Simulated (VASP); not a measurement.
Data:

```cif
data_AlTi
_chemical_formula_sum 'Ti1 Al1'
_space_group_name_H-M_alt 'P 1'
_space_group_IT_number 1
_cell_length_a 2.79754
_cell_length_b 2.79754
_cell_length_c 4.02398
_cell_angle_alpha 90.000
_cell_angle_beta 90.000
_cell_angle_gamma 90.000
loop_
_space_group_symop_operation_xyz
  'x, y, z'
loop_
_atom_site_label
_atom_site_type_symbol
_atom_site_fract_x
_atom_site_fract_y
_atom_site_fract_z
_atom_site_occupancy
Ti1 Ti 0.00000 0.00000 0.00000 1
Al1 Al 0.50000 0.50000 0.50000 1
```

Computed with PBEsol GGA, VASP's PBE PAW potentials (set 64) (plane waves; VASP). Numerical set-up: 480 eV cut-off, 12×12×8 Γ-centred mesh, first-order Methfessel-Paxton smearing of 0.10 eV, potentials Ti_sv Al.

Each relaxation starts from this cell; other phases were not tried.

Q: The cell is relaxed at 2 GPa. What happens?

A: The volume per atom goes from 15.75 to 15.52 Å³ (-1.4 %), and the cell becomes a = 2.7842 Å, b = 2.7842 Å, c = 4.0052 Å, α = 90.00°, β = 90.00°, γ = 90.00°, space group P4/mmm.

Q: The cell is relaxed at 20 GPa. What happens?

A: The volume per atom goes from 15.75 to 13.86 Å³ (-12.0 %), and the cell becomes a = b = 2.6811 Å, c = 3.8551 Å, α = β = γ = 90.00°, space group P4/mmm.

Failed runs are left out, and for metals the shear rows, which the mesh's noise covers.

The compound is TiAl in the L1_0 structure. The electron count is odd and the run is not spin-polarised, which forces a metal.
